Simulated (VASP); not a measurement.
Level of theory: rev-vdW-DF2, VASP's PBE PAW potentials (set 64) (plane waves; VASP).

Input for VASP

### INCAR
```
# general
SYSTEM    =  ZnS
PREC      =  Accurate
ENCUT     =  520
LREAL     =  F
LASPH     =  T

# electronic loop
EDIFF     =  1E-7
NELM      =  100
ALGO      =  Normal
LMAXMIX   =  4

# smearing
ISMEAR    =  -5

# functional
GGA       =  MK
LUSE_VDW  =  T
AGGAC     =  0.0
PARAM1    =  0.1234568
PARAM2    =  0.7114
ZAB_VDW   =  -1.8867

# ions
ISIF      =  2

# output
LWAVE     =  F
LCHARG    =  T
LORBIT    =  11
NEDOS     =  601

# other
LEFG      =  T
```

### POSCAR
```
ZnS
1.0
  1.9115762825  -3.3109472014   0.0000000000
  1.9115762825   3.3109472014   0.0000000000
  0.0000000000   0.0000000000   6.2689731629
Zn S
2 2
Cartesian
  1.9115762825  -1.1036512744   3.1359145288
  1.9115762825   1.1036512744   0.0014279473
  1.9115762825  -1.1036512744   5.4839235702
  1.9115762825   1.1036512744   2.3494369888
```

File KPOINTS:
```
Regular mesh
0
Gamma
8 8 4
```

POTCAR, in this order: Zn S (PBE.64 set). Program: vasp_std.

Estimate the energy per atom (σ→0).

```
Property                       Result
---------------------  --------------
energy per atom (σ→0)  -1.419 eV/atom
```

File OSZICAR:
```
...
DAV:   7    -0.569382775317E+01   -0.35758E-01   -0.18672E+00  1446   0.785E+00    0.333E+00
DAV:   8    -0.567426384862E+01    0.19564E-01   -0.12292E-01  1772   0.459E+00    0.109E+00
DAV:   9    -0.567437934796E+01   -0.11550E-03   -0.17985E-02  1860   0.254E+00    0.251E-01
DAV:  10    -0.567449053760E+01   -0.11119E-03   -0.12435E-03  1500   0.351E-01    0.144E-01
DAV:  11    -0.567456049441E+01   -0.69957E-04   -0.79318E-05  1578   0.735E-02    0.349E-02
DAV:  12    -0.567457015542E+01   -0.96610E-05   -0.14812E-05  1506   0.424E-02    0.108E-02
DAV:  13    -0.567457020137E+01   -0.45946E-07   -0.89791E-07  1866   0.131E-02
   1 F= -.56745702E+01 E0= -.56745702E+01  d E =0.000000E+00
```

The compound is ZnS in the wurtzite structure, the high-temperature form. It was relaxed first.
